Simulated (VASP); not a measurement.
OSZICAR of a VASP run on CuI (zinc blende):

OSZICAR:
```
       N       E                     dE             d eps       ncg     rms          rms(c)
DAV:   1     0.993775159416E+02    0.99378E+02   -0.68146E+03  1872   0.118E+03
DAV:   2     0.123002557807E+01   -0.98147E+02   -0.91959E+02  1892   0.245E+02
DAV:   3    -0.550632735167E+01   -0.67364E+01   -0.66306E+01  2543   0.758E+01
DAV:   4    -0.573315976123E+01   -0.22683E+00   -0.22673E+00  2346   0.128E+01
DAV:   5    -0.573879839389E+01   -0.56386E-02   -0.56385E-02  2624   0.199E+00    0.484E+00
DAV:   6    -0.566992529274E+01    0.68873E-01   -0.30614E+00  2012   0.482E+01    0.314E+00
DAV:   7    -0.555022618382E+01    0.11970E+00   -0.68494E-01  1997   0.285E+01    0.157E+00
DAV:   8    -0.555305341911E+01   -0.28272E-02   -0.43017E-02  2658   0.337E+00    0.446E-01
DAV:   9    -0.555056351330E+01    0.24899E-02   -0.12630E-02  2385   0.342E+00    0.139E-01
DAV:  10    -0.555074550535E+01   -0.18199E-03   -0.68521E-04  2197   0.221E-01    0.434E-02
DAV:  11    -0.555075807738E+01   -0.12572E-04   -0.29213E-04  2355   0.500E-01    0.330E-02
DAV:  12    -0.555075635239E+01    0.17250E-05   -0.20126E-05  2938   0.792E-02    0.265E-02
DAV:  13    -0.555075413164E+01    0.22207E-05   -0.68052E-06  2643   0.775E-02    0.930E-03
DAV:  14    -0.555075483535E+01   -0.70371E-06   -0.58893E-06  2617   0.580E-02
   1 F= -.55507548E+01 E0= -.55507548E+01  d E =-.199196E-15
```

Which electronic solver shows in the log?

It is blocked Davidson (ALGO = Normal, or the opening steps of other solvers). The INCAR had ALGO = Normal.

Can the final energy be trusted as converged?

Self-consistency was reached. It stopped with EDIFF = 1E-6, NELM = 100 (PBE GGA, plane waves, VASP's PBE PAW potentials (set 64)).

The compound is CuI in the zinc blende structure. The cell was not relaxed at this level. The run is one of a series of settings (KPOINTS 12×12×12 Γ-centred mesh against the base run), some of them coarse on purpose.
